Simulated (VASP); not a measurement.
Input:

```
CELL_PARAMETERS angstrom
      2.83000     0.00000     0.00000
      0.00000     2.83000     0.00000
      0.00000     0.00000     4.07000
ATOMIC_POSITIONS crystal
  Ti 0.00000 0.00000 0.00000
  Al 0.50000 0.50000 0.50000
```

Computed with SCAN meta-GGA, VASP's PBE PAW potentials (set 64) (plane waves; VASP). Settings: 520 eV cut-off, 12×12×8 Γ-centred mesh, first-order Methfessel-Paxton smearing of 0.10 eV, potentials Ti_sv Al.

Task: The ions, cell shape and volume are relaxed. Which structure does the run end with?

Result: 
```
CELL_PARAMETERS angstrom
      2.81528     0.00000     0.00000
      0.00000     2.81528     0.00000
      0.00000     0.00000     4.04687
ATOMIC_POSITIONS crystal
  Ti 0.00000 0.00000 0.00000
  Al 0.50000 0.50000 0.50000
```
Space group P4/mmm (123), at a tolerance of 0.03 Å.

Task: How do energy and volume change from the first to the last step?

Result: The energy (σ→0) changes by -1.8 meV/atom and the volume by -1.6 %, in 4 ionic steps.

The compound is TiAl in the L1_0 structure. This run relaxes it. Symmetry was kept, so distortions that lower it aren't found. The electron count is odd and the run is not spin-polarised, which forces a metal.
